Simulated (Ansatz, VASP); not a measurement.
# Cross-check of PbC between VASP and Ansatz

One calculation is typed for both programs; each brings its own data sets. How far apart do they land? The cell is generated by rule, not measured, and may not be a known phase. Of the first pair: The two relaxations start from unlike cells of this crystal (the structure described is Ansatz's start), so only their ends are compared.

Method: plane waves, with VASP 6.6.1 beside it; LDA, in Ansatz 0.2.0.

### Step 1. Starting point

Symmetry: Pm-3m, No. 221, cubic system. Conventional cell: a = 2.732 Å, b = 2.732 Å, c = 2.732 Å, α = 90.00°, β = 90.00°, γ = 90.00°. Nearest to Pb lie 8 C at 2.37 Å. Nearest to C lie 8 Pb at 2.37 Å. Farther neighbours are not listed.

Structure file:

```cif
data_structure
_symmetry_space_group_name_H-M 'Pm-3m'
_symmetry_Int_Tables_number 221
_cell_length_a 2.7320
_cell_length_b 2.7320
_cell_length_c 2.7320
_cell_angle_alpha 90.000
_cell_angle_beta 90.000
_cell_angle_gamma 90.000
_cell_volume 20.39
loop_
_atom_site_label
_atom_site_type_symbol
_atom_site_symmetry_multiplicity
_atom_site_Wyckoff_symbol
_atom_site_fract_x
_atom_site_fract_y
_atom_site_fract_z
_atom_site_occupancy
Pb1 Pb 1 a 0.00000 0.00000 0.00000 1
C1 C 1 b 0.50000 0.50000 0.50000 1
```

### Step 2. Ansatz: relaxation of cell and atoms, LDA, pair 1

Ansatz runs on its default PAW (the set named soft_2) files.

The relaxed volume is the usual yardstick between codes: in a stiff, nearly cubic crystal its relative difference is about their pressure difference at one cell divided by the bulk modulus.

input.yaml reads:

```yaml
crystal:
  lattice:
    - [2.73202, 0.0, 0.0]
    - [0.0, 2.73202, 0.0]
    - [0.0, 0.0, 2.73202]
  atoms:
    - { symbol: Pb, position: [0.0, 0.0, 0.0] }
    - { symbol: C, position: [0.5, 0.5, 0.5] }
kpoints:
  mp_grid: { grid: [8, 8, 8] }
hamiltonian:
  xc: lda
scf:
  occupations: { method: gaussian, width: 0.1 }
output:
  forces: true
  stress: true
  eigenvalues: true
relax:
  adjacent_minimum: "off"
  f_tol: 0.05
  max_steps: 80
  cell: { stress_tol: 0.5 }
```

Launch:

```bash
ansatz run input.yaml --threads 4 --pin off --max-ram 7168MiB --backend cpu --events-out ev --progress --plain --runs-dir out
```

Numbers of over 12 decimals in the logs are rounded to 6 here.

Log:

```text
The last accepted step is kept in <dir> (removed where the run ends without a failure and the disk answers)
Engine: ansatz 0.2.0, aarch64-unknown-linux-gnu
Pseudopotentials: kind: paw
Pseudopotential: Pb, paw, valence charge 14, recommended cutoff 420 eV (normal), Pb.paw.azcp
Pseudopotential: C, paw, valence charge 4, recommended cutoff 420 eV (normal), C.paw.azcp
Functional definition: SPW92
  exchange = slater_x
  correlation = pw_c
Crystal: 2 atoms, lattice volume = 20.392 Å³
Basis set: ecut = 420 eV, 389 PW (Γ)
Bands: 13, of which v1, the nominal top of the filled ones, is band 9 counted from 1 (8 counted from 0)
Symmetry: 48 space group operations
Space group: Pm-3m (ITA 221), of the structure as read, at distance tolerance 2.7e-5 Å
k-points: 35 of 512
Non-local potential: Pb, projectors of the file, l = 0: 2, l = 1: 2, l = 2: 2, l = 3: 2
Non-local potential: C, projectors of the file, l = 0: 2, l = 1: 2, l = 2: 1
PAW form: soft (Blöchl's): semilocal exchange-correlation on the pseudo side does not see the compensation charge
PAW frozen core: Pb, regenerated for the run's functional, and the local potential with it (the file was generated under x = pbe(κ = 0.804, μ = 0.219515), c = pbe(β = 0.066725))
PAW frozen core: C, regenerated for the run's functional, and the local potential with it (the file was generated under x = pbe(κ = 0.804, μ = 0.219515), c = pbe(β = 0.066725))
PAW one-centre angular grid: Pb, 590 points (default); XC on 64 Gauss nodes
PAW one-centre angular grid: C, 110 points (default); XC on 64 Gauss nodes
Initial density: superposition of atomic densities (neutral atoms: chi_scale 0, normalization atom), corrected by the library's trained network
Initial wavefunctions: pseudopotential atomic-orbital guess
Functional: x = slater, c = lda
SCF iter   1: F=—  HF=-11837.590530 eV  |F-HF|=—  |Δ(HF+E_count)|=         —  Δρ=1.78e-2  dr2=6.21e-2  ethr=1.77e-3  ⟨swp⟩=6.1  Hψ=6661  notcnv=0  defer=20
automatic band count: the SCF goes on with 17 bands, as 13 were too few: the levels above may hold too much charge
preconditioner: auto → none  [insulator: Δε(μ)=0.102 eV  Ē_g=25.288 eV  σ=0.100 eV  W_gap=0.53  n_scr=6 (ndim 8)  ℏωp=34.9 eV  f_vac=0.000  D(μ)=0.92/eV (n_scr^D=6)  ε∞_Penn≈2.9]
SCF iter   2: F=—  HF=-11837.575132 eV  |F-HF|=—  |Δ(HF+E_count)|=   1.54e-2  Δρ=8.24e-3  dr2=1.37e-2  ethr=3.45e-4  ⟨swp⟩=1.5  Hψ=898  notcnv=0  defer=29
SCF iter   3: F=—  HF=-11837.571391 eV  |F-HF|=—  |Δ(HF+E_count)|=   3.74e-3  Δρ=8.89e-4  dr2=7.78e-5  ethr=7.62e-5  ⟨swp⟩=2.0  Hψ=595  notcnv=0  defer=29
SCF iter   4: F=—  HF=-11837.571392 eV  |F-HF|=—  |Δ(HF+E_count)|=   5.42e-7  Δρ=7.93e-4  dr2=9.02e-5  ethr=4.32e-7  ⟨swp⟩=2.9  Hψ=1007  notcnv=0  defer=29
SCF iter   5: F=—  HF=-11837.571355 eV  |F-HF|=—  |Δ(HF+E_count)|=   3.70e-5  Δρ=1.76e-4  dr2=4.88e-6  ethr=4.32e-7  ⟨swp⟩=2.1  Hψ=775  notcnv=0  defer=29
SCF iter   6: F=-11837.571353 eV  HF=-11837.571353 eV  |F-HF|=7.16e-9  |Δ(HF+E_count)|=   1.69e-6  Δρ=7.06e-6  dr2=9.86e-9  ethr=5.56e-10  ⟨swp⟩=10.1  Hψ=4086  notcnv=0
SCF 1 converged in 6 iterations: F = -11837.571353 eV  dr2 = 9.86e-9
  greatest PAW one-centre occupation: 0.983 electrons in one spin orbital (limit 2), on the Pb atom at site 0 (counted from 0), in its partial waves of l = 2
relax step   1: F+E_penalty+E_count = -11837.57135311 eV  Δ(F+E_penalty+E_count) = +0.000e0 eV  max|allowed force component| = 1.828e-29 eV/Å  Δτ_max = 0.0000 Å  P = +130.142 GPa  Ω = 20.392 Å³  (6 SCF iters, dr2 threshold 1.00e-7 eV, accepted)
[...]
relax step   8: F+E_penalty+E_count = -11840.66423770 eV  Δ(F+E_penalty+E_count) = -7.897e-3 eV  max|allowed force component| = 2.958e-31 eV/Å  Δτ_max = 0.0000 Å  P = +0.684 GPa  Ω = 31.928 Å³  energy of the carried Pulay correction = -1.034e-3 eV  (6 SCF iters, dr2 threshold 2.00e-7 eV, accepted)
[...]
relax step   9: F+E_penalty+E_count = -11840.66440132 eV  Δ(F+E_penalty+E_count) = -1.636e-4 eV  max|allowed force component| = 2.432e-30 eV/Å  Δτ_max = 0.0000 Å  P = +0.063 GPa  Ω = 32.135 Å³  energy of the carried Pulay correction = -1.350e-3 eV  (6 SCF iters, dr2 threshold 2.00e-7 eV, accepted)
[...]
relax step  10: F+E_penalty+E_count = -11840.66577642 eV  Δ(F+E_penalty+E_count) = -1.375e-3 eV  max|allowed force component| = 3.484e-30 eV/Å  Δτ_max = 0.0000 Å  P = +0.061 GPa  Ω = 32.135 Å³  stress off target by 6.09e-2 GPa  SCF on the basis re-selected at this cell (its energy is not comparable with the rows above)  (6 SCF iters)
basis re-selected at this cell: Δ(F+E_penalty+E_count) = -1.375e-3 eV, ΔP = -0.003 GPa vs the last step (what re-selecting the basis moved, of the pressure what is left beyond the Pulay correction that the steps carried, after the strain that the cell walked since its last selection, with what the two solves' SCF thresholds leave and, on support functions, any second-order correction that the steps lacked; it is no m [...]
SCF converged after 6 iterations
Free energy (F): -11840.665776 eV
Harris-Foulkes:  -11840.665776 eV  (|F-HF|=1.82e-12)
Internal energy: -11840.656054 eV  (E = F + TS)
E sigma→0 (E₀):  -11840.660915 eV
Entropy (-TS):   -0.009722 eV (-4.861 meV/atom)
Fermi energy:    12.326441 eV
--- Per-component energies (eV) ---
  E_band       = 11.745911
  E_kinetic    = 370.156219
  E_local      = -932.181622  (includes V_loc(G=0)·N_el)
  E_nonlocal   = 383.666404
  E_hartree    = 362.039658
  E_xc         = -265.279092
  E_vxc        = -190.781525  (∫ρ·V_xc dr)
  E_paw        = -10193.456288  (= ΣΔE_a)
  E_vpaw       = -343.192935  (= ΣTr[D̂ρ^β])
  E_aug_tail   = 0.000056  (compensation charges beyond the density's cutoff)
  E_ewald      = -1565.586507
  E_core_change = -0.014881  (= ΣΔE_core)
  E_smearing   = -0.009722  (= −TS)
  E_closure    = 0.000000  (closes the sum)
  Σ components = -11840.665776   (vs F -11840.665776, Δ=0.00e0)
--- Forces (eV/Å), atoms counted from 1 ---
  atom   1  Pb     0.00000000     0.00000000     0.00000000
  atom   2  C      0.00000000    -0.00000000    -0.00000000
  max |Σ_I F_I| component: 6.71e-30 eV/Å
--- Stress (GPa, compression-positive) ---
        0.060860       0.000000      -0.000000
        0.000000       0.060860       0.000000
       -0.000000       0.000000       0.060860
  P = ⅓ Tr σ = 0.0609 GPa (0.609 kbar)
--- Band table (eV; the first three rows and the last of 35) ---
  k-point 0: bands = [... 5 lower, -1.7500, 8.6870, 11.4846, 11.4846, 11.4846, 20.5166, 20.5166, 21.9411, ... 4 higher]
  k-point 1: bands = [... 5 lower, -1.5122, 7.8326, 11.6860, 11.6860, 11.8175, 19.6658, 20.6070, 21.5728, ... 4 higher]
  k-point 2: bands = [... 5 lower, -0.7892, 6.0271, 12.2260, 12.2260, 12.4476, 17.8985, 20.5842, 20.5842, ... 4 higher]
  k-point 34: bands = [... 5 lower, 4.5167, 8.3009, 10.8410, 10.8410, 10.8410, 11.9531, 11.9531, 11.9531, ... 4 higher]
--- Relaxed structure (8 steps of the walk, 8 accepted, 2 SCFs on fresh bases) ---
  F+E_penalty+E_count = -11840.66577642 eV   max|allowed force component| = 3.484e-30 eV/Å   (the final SCF, on the basis selected at the relaxed cell)
  cell:  # Å, volume = 32.1350 Å³
    - [3.179262, 0, 0]
    - [0, 3.179262, 0]
    - [0, 0, 3.179262]
  atoms:
    - { symbol: Pb, position: [0, 0, 0] }
    - { symbol: C, position: [0.500000, 0.500000, 0.500000] }
```

### Step 3. VASP: relaxation of cell and atoms, LDA, pair 1

Its own start cell and the same functional (in two slightly different forms), mesh and smearing now go to VASP, with its own data sets.

Lines of VASP's logs that name or quote its potential files are left out, and so is its time.

INCAR reads:

```
SYSTEM = PbC
PREC = Accurate
ENCUT = 600
EDIFF = 1E-07
NELM = 120
ISMEAR = 0
SIGMA = 0.1
LREAL = .FALSE.
ALGO = Normal
GGA = PW92
NBANDS = 15
LORBIT = 11
LWAVE = .FALSE.
LCHARG = .FALSE.
ISIF = 3
IBRION = 2
NSW = 80
EDIFFG = -0.005
LASPH = .TRUE.
GGA_COMPAT = .FALSE.
NELMIN = 4
KPAR = 2
```

POSCAR reads:

```
PbC
1.0
    3.1791521239      0.0000000000      0.0000000000
    0.0000000000      3.1791521239      0.0000000000
    0.0000000000      0.0000000000      3.1791521239
Pb C
1 1
Direct
    0.0000000000      0.0000000000      0.0000000000
    0.5000000000      0.5000000000      0.5000000000
```

KPOINTS reads:

```
Automatic mesh
0
Gamma
8 8 8
0 0 0
```

PAW data sets: Pb_d and C (LDA family, release 64).

Launch:

```bash
mpirun -np 2 vasp_std
```

Log:

```text
[banner, memory and clock lines left out]
running    2 mpi-ranks, on    1 nodes
 distrk:  each k-point on    1 cores,    2 groups
 distr:  one band on    1 cores,    1 groups

 POSCAR found type information on POSCAR PbC
 POSCAR found :  2 types and       2 ions
|                                                                             |
|               ----> ADVICE to this user running VASP <----                  |
|                                                                             |
|     You enforced a specific xc type in the INCAR file but a different       |
|     [... a line on the potential file left out ...]
|     I HOPE YOU KNOW WHAT YOU ARE DOING!                                     |
|                                                                             |

 LDA part: xc-table for (Slater(with rela. corr.)+PW92), standard interpolation
 POSCAR, INCAR and KPOINTS ok, starting setup
 FFT: planning ... GRIDC
 FFT: planning ... GRID_SOFT
 FFT: planning ... GRID
 WAVECAR not read
 entering main loop
       N       E                     dE             d eps       ncg     rms          rms(c)
DAV:   1     0.135631366888E+03    0.13563E+03   -0.99959E+03  1065   0.159E+03
DAV:   2    -0.205042219488E+01   -0.13768E+03   -0.13216E+03  1162   0.360E+02
DAV:   3    -0.100572162680E+02   -0.80068E+01   -0.76927E+01  1337   0.854E+01
DAV:   4    -0.102389742612E+02   -0.18176E+00   -0.18162E+00  1206   0.134E+01
DAV:   5    -0.102454224199E+02   -0.64482E-02   -0.64480E-02  1508   0.253E+00    0.316E+00
DAV:   6    -0.972602889578E+01    0.51939E+00   -0.15197E+00  1633   0.132E+01    0.881E-01
DAV:   7    -0.972242717426E+01    0.36017E-02   -0.98352E-02  1078   0.202E+00    0.595E-01
DAV:   8    -0.971638011717E+01    0.60471E-02   -0.25020E-02  1211   0.119E+00    0.289E-01
DAV:   9    -0.971477784999E+01    0.16023E-02   -0.43681E-03  1246   0.481E-01    0.563E-02
DAV:  10    -0.971479359804E+01   -0.15748E-04   -0.28238E-04  1232   0.115E-01    0.104E-02
DAV:  11    -0.971479247974E+01    0.11183E-05   -0.12277E-05  1373   0.317E-02    0.440E-03
DAV:  12    -0.971479226356E+01    0.21618E-06   -0.14113E-06  1293   0.732E-03    0.168E-03
DAV:  13    -0.971479225642E+01    0.71323E-08   -0.82503E-08   854   0.255E-03
   1 F= -.97147923E+01 E0= -.97103695E+01  d E =-.971479E+01
 curvature:   0.00 expect dE= 0.000E+00 dE for cont linesearch  0.000E+00
 trial: gam= 0.00000 g(F)=  0.000E+00 g(S)=  0.579E-04 ort = 0.000E+00 (trialstep = 0.100E+01)
 search vector abs. value=  0.579E-04
 bond charge predicted
       N       E                     dE             d eps       ncg     rms          rms(c)
DAV:   1    -0.971550708984E+01   -0.71483E-03   -0.20885E-02  1309   0.287E+00    0.138E-01
DAV:   2    -0.971490494567E+01    0.60214E-03   -0.11582E-03  1309   0.737E-01    0.521E-02
DAV:   3    -0.971480930541E+01    0.95640E-04   -0.36028E-04  1370   0.370E-01    0.507E-03
DAV:   4    -0.971480988032E+01   -0.57491E-06   -0.66185E-06  1127   0.258E-02    0.342E-03
DAV:   5    -0.971481011339E+01   -0.23307E-06   -0.18191E-06  1343   0.110E-02    0.834E-04
DAV:   6    -0.971481010202E+01    0.11370E-07   -0.75499E-08   987   0.333E-03
   2 F= -.97148101E+01 E0= -.97102835E+01  d E =-.178456E-04
 trial-energy change:   -0.000018  1 .order   -0.000016   -0.000058    0.000026
 step:   0.7177(harm=  0.6920)  dis= 0.00000  next Energy=    -9.714814 (dE=-0.214E-04)
 bond charge predicted
       N       E                     dE             d eps       ncg     rms          rms(c)
DAV:   1    -0.971486871285E+01   -0.58599E-04   -0.16588E-03  1302   0.804E-01    0.390E-02
DAV:   2    -0.971482066963E+01    0.48043E-04   -0.92210E-05  1323   0.209E-01    0.147E-02
DAV:   3    -0.971481305030E+01    0.76193E-05   -0.28593E-05  1361   0.105E-01    0.143E-03
DAV:   4    -0.971481309762E+01   -0.47324E-07   -0.53818E-07  1120   0.737E-03
   3 F= -.97148131E+01 E0= -.97103167E+01  d E =-.208412E-04
 curvature:  -0.34 expect dE=-0.444E-06 dE for cont linesearch -0.444E-06
 trial: gam= 0.00000 g(F)=  0.235E-65 g(S)=  0.129E-05 ort =-0.866E-05 (trialstep = 0.944E+00)
 search vector abs. value=  0.129E-05
 reached required accuracy - stopping structural energy minimisation
```

From OUTCAR (step 3):

```text
ion  position               nearest neighbor table
   1  0.000  0.000  0.000-   2 2.75   2 2.75   2 2.75   2 2.75   2 2.75   2 2.75   2 2.75   2 2.75

  LATTYP: Found a simple cubic cell.
 ALAT       =     3.1791521239

 Subroutine GETGRP returns: Found 48 space group operations
 (whereof 48 operations were pure point group operations)

The static configuration has the point symmetry O_h .

 Found     35 irreducible k-points:

   k-points           NKPTS =     35   k-points in BZ     NKDIM =     35   number of bands    NBANDS=     15

   dimension x,y,z NGX =    28 NGY =   28 NGZ =   28
   dimension x,y,z NGXF=    56 NGYF=   56 NGZF=   56

   ENCUT  =  600.0 eV  44.10 Ry    6.64 a.u.   6.35  6.35  6.35*2*pi/ulx,y,z

   NELECT =      18.0000    total number of electrons

 k-points in reciprocal lattice and weights: Automatic mesh
   0.00000000  0.00000000  0.00000000       0.002
   0.12500000  0.00000000  0.00000000       0.012
   0.25000000  0.00000000  0.00000000       0.012
   0.37500000  0.00000000  0.00000000       0.012
   0.50000000  0.00000000  0.00000000       0.006
   0.12500000  0.12500000  0.00000000       0.023
   0.25000000  0.12500000  0.00000000       0.047
   0.37500000  0.12500000  0.00000000       0.047
   0.50000000  0.12500000  0.00000000       0.023
[...]
0.50000000  0.50000000  0.37500000       0.012
   0.50000000  0.50000000  0.50000000       0.002

 average (electrostatic) potential at core
       1 -88.8096       2 -51.3490

 E-fermi :   8.3405

 k-point     1 :       0.0000    0.0000    0.0000
  band No.  band energies     occupation
    ...
      6      -5.7139      2.00000
      7       4.7288      2.00000
      8       7.4980      2.00000
      9       7.4980      2.00000
     10       7.4980      2.00000
     11      16.5035      0.00000
     12      16.5035      0.00000
     13      17.9511      0.00000
     14      17.9511      0.00000
     15      17.9511      0.00000

 k-point     2 :       0.1250    0.0000    0.0000
  band No.  band energies     occupation
    ...
      6      -5.4765      2.00000
      7       3.8692      2.00000
      8       7.6991      2.00000
      9       7.6991      2.00000
     10       7.8358      2.00000
     11      15.6662      0.00000
     12      16.5945      0.00000
     13      17.5831      0.00000
     14      17.5831      0.00000
     15      18.9065      0.00000

 k-point     3 :       0.2500    0.0000    0.0000
  band No.  band energies     occupation
    ...
      5      -8.1398      2.00000
      6      -4.7550      2.00000
      7       2.0596      2.00000
      8       8.2385      1.85117
      9       8.2385      1.85117
     10       8.4698      0.06765
     11      13.9106      0.00000
     12      16.5947      0.00000
     13      16.5947      0.00000
     14      16.8566      0.00000
    ...

  Total       -0.0042271     -0.0042271     -0.0042271     -0.0000000     -0.0000000      0.0000000
  in kB       -0.2104665     -0.2104665     -0.2104665     -0.0000000     -0.0000000      0.0000000
  external PRESSURE =      -0.2104665 kB  Pullay stress =       0.0000000 kB

  energy-cutoff  :      600.00
  volume of cell :       32.18
      direct lattice vectors                 reciprocal lattice vectors
     3.180709499  0.000000000 -0.000000000     0.314395263  0.000000000 -0.000000000
     0.000000000  3.180709499  0.000000000    -0.000000000  0.314395263 -0.000000000
     0.000000000  0.000000000  3.180709499     0.000000000 -0.000000000  0.314395263

 POSITION                                       TOTAL-FORCE (eV/Angst)
 -----------------------------------------------------------------------------------
      0.00000      0.00000      0.00000        -0.000000     -0.000000      0.000000
      1.59035      1.59035      1.59035         0.000000      0.000000      0.000000
 -----------------------------------------------------------------------------------
    total drift:                               -0.000000      0.000000     -0.000000

  FREE ENERGIE OF THE ION-ELECTRON SYSTEM (eV)
  ---------------------------------------------------
  free  energy   TOTEN  =        -9.7148130976 eV

  energy  without entropy=       -9.7058202888  energy(sigma->0) =       -9.71031669

 reached required accuracy - stopping structural energy minimisation

 total charge
# of ion       s       p       d       tot
------------------------------------------
    1        1.382   0.719   9.871  11.973
    2        0.979   1.134   0.000   2.113
--------------------------------------------------
tot          2.361   1.854   9.871  14.086

[... 3 further parts left out ...]
```

### Step 4. Differences

Known differences besides the potentials themselves: the cutoff is 420 eV in Ansatz and 600 eV in VASP; VASP's log shows a relativistic correction to its local exchange, Ansatz's none; Ansatz adds a Pulay correction to the stress that steers its cell, VASP none. Total energies have different zeros and are not compared.

Both answers:

| quantity | Ansatz | VASP | difference |
| --- | --- | --- | --- |
| volume (Å³) | 32.14 | 32.18 | -0.14 % |
| edge a after relaxation, in the typed setting (Å) | 3.179 | 3.181 | -0.04 % |

### Step 5. Ansatz: relaxation of cell and atoms, LDA, pair 2

The relaxed volume is the usual yardstick between codes: in a stiff, nearly cubic crystal its relative difference is about their pressure difference at one cell divided by the bulk modulus. Its start cell is another than that of the pair before, and may be another structure of the material.

The cell is taken from a series of runs on this material, whose earlier steps may have relaxed, scaled, displaced or heated it; both programs get it as it stands.

input.yaml, the sections that differ from step 2:

```yaml
crystal:
  lattice:
    - [3.1792618751, 0.0, 0.0]
    - [0.0, 3.1792618751, 0.0]
    - [0.0, 0.0, 3.1792618751]
  atoms:
    - { symbol: Pb, position: [0.0, 0.0, 0.0] }
    - { symbol: C, position: [0.5, 0.5, 0.5] }
kpoints:
  mp_grid: { grid: [12, 12, 12] }
relax:
  adjacent_minimum: "off"
  f_tol: 0.005
  max_steps: 80
  cell: { stress_tol: 0.05 }
# hamiltonian, scf, output: as in step 2
```

Launch:

```bash
ansatz run input.yaml --threads 4 --pin off --max-ram 7168MiB --backend cpu --events-out ev --progress --plain --runs-dir out
```

Log:

```text
[...]
Crystal: 2 atoms, lattice volume = 32.135 Å³
Basis set: ecut = 420 eV, 619 PW (Γ)
Bands: 13, of which v1, the nominal top of the filled ones, is band 9 counted from 1 (8 counted from 0)
Symmetry: 48 space group operations
[...]
k-points: 84 of 1728
[...]
k-point 83: bands = [... 5 lower, 4.3630, 8.1584, 10.7054, 10.7054, 10.7054, 11.8524, 11.8524, 11.8524, ... 4 higher]
--- Relaxed structure (3 steps of the walk, 2 accepted, 1 SCFs on fresh bases) ---
[...]
cell:  # Å, volume = 32.3688 Å³
    - [3.186951, 0.0, 0.0]
    - [0, 3.186951, 0.0]
    - [0.0, 0.0, 3.186951]
  atoms:
    - { symbol: Pb, position: [0, 0, 0] }
    - { symbol: C, position: [0.500000, 0.500000, 0.500000] }
[key lines of the parts left out:]
SCF converged after 8 iterations
Free energy (F): -11840.696312 eV
Fermi energy:    12.124877 eV
P = ⅓ Tr σ = -0.0066 GPa (-0.066 kbar)
```

(Part 1 of 2 ends here.)

[Lines on the potential files, build, host, timing and source positions are cut from VASP's logs without a mark.]

[Logs are printed without paths, hosts, clocks, repeated set-up lines and the standing remarks that a program may print on its own settings, such as how far it seeks lower states.]

[Hosts, paths, dates, database ids (printed as entryN), source tags and the programs' standing remarks are cut or masked in the printed files.]
